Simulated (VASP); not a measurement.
```yaml
crystal:
  lattice:
    - [5.02153, 0.00000, 0.00000]
    - [0.00000, 5.02153, 0.00000]
    - [0.00000, 0.00000, 7.01172]
  atoms:
    - { symbol: Si, position: [0.20071, 0.20071, 0.00000] }
    - { symbol: Si, position: [0.29929, 0.70071, 0.75000] }
    - { symbol: Si, position: [0.79929, 0.79929, 0.50000] }
    - { symbol: Si, position: [0.70071, 0.29929, 0.25000] }
    - { symbol: O, position: [0.60381, 0.73911, 0.67882] }
    - { symbol: O, position: [0.76089, 0.10381, 0.42882] }
    - { symbol: O, position: [0.39619, 0.26089, 0.17882] }
    - { symbol: O, position: [0.23911, 0.89619, 0.92882] }
    - { symbol: O, position: [0.10381, 0.76089, 0.57118] }
    - { symbol: O, position: [0.26089, 0.39619, 0.82118] }
    - { symbol: O, position: [0.89619, 0.23911, 0.07118] }
    - { symbol: O, position: [0.73911, 0.60381, 0.32118] }
```

The numbers are results of PBEsol GGA, VASP's PBE PAW potentials (set 64) (plane waves; VASP 6.6.1), not measurements. Settings: 520 eV cut-off, 5×5×4 Γ-centred mesh, tetrahedra with Blöchl corrections, potentials Si O.

The cores are frozen, which limits the accuracy of field gradients.

Question: Give the principal components of the electric field gradient (V/Å²) and the asymmetry η at each nucleus.

Answer: 
```csv
atom,Vxx,Vyy,Vzz,η
Si1,3.2,0.1,-3.3,0.93
Si2,3.2,0.1,-3.3,0.93
Si3,3.2,0.1,-3.3,0.93
Si4,3.2,0.1,-3.3,0.93
O5,-51.8,-37.8,89.6,0.16
O6,-51.8,-37.8,89.6,0.16
O7,-51.8,-37.8,89.6,0.16
O8,-51.8,-37.8,89.6,0.16
O9,-51.8,-37.8,89.6,0.16
O10,-51.8,-37.8,89.6,0.16
O11,-51.8,-37.8,89.6,0.16
O12,-51.8,-37.8,89.6,0.16
```

The structure comes from a computed database's SiO2 entry (P4_32_12); how it stands against other phases isn't given here. It was relaxed first.
